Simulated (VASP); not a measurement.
Here is the system:

```
CELL_PARAMETERS angstrom
      3.10269     0.00000     0.00000
     -1.55134     2.68701     0.00000
      0.00000     0.00000     7.66230
ATOMIC_POSITIONS crystal
  W  0.00000 0.00000 0.00000
  W  0.00000 0.00000 0.50000
  Se 0.33333 0.66667 0.25000
  Se 0.66667 0.33333 0.75000
```

Level of theory: PBEsol GGA, VASP's PBE PAW potentials (set 64) (plane waves; VASP). Settings: 400 eV cut-off, 13×13×5 Γ-centred mesh, tetrahedra with Blöchl corrections, potentials W_sv Se.

The cores are frozen, which limits the accuracy of field gradients.

### Question
Give the principal components of the electric field gradient (V/Å²) and the asymmetry η at each nucleus.

### Answer

```
atom    Vxx    Vyy   Vzz     η
----  -----  -----  ----  ----
W1    -23.5  -23.4  46.9  0.00
W2    -23.5  -23.4  46.9  0.00
Se3   -46.9  -46.9  93.9  0.00
Se4   -46.9  -46.9  93.9  0.00
```

The structure was generated: WSe was put into the NiAs type type (P6_3/mmc), which need not be its known phase. It was relaxed first, which changed the volume by -42 %.
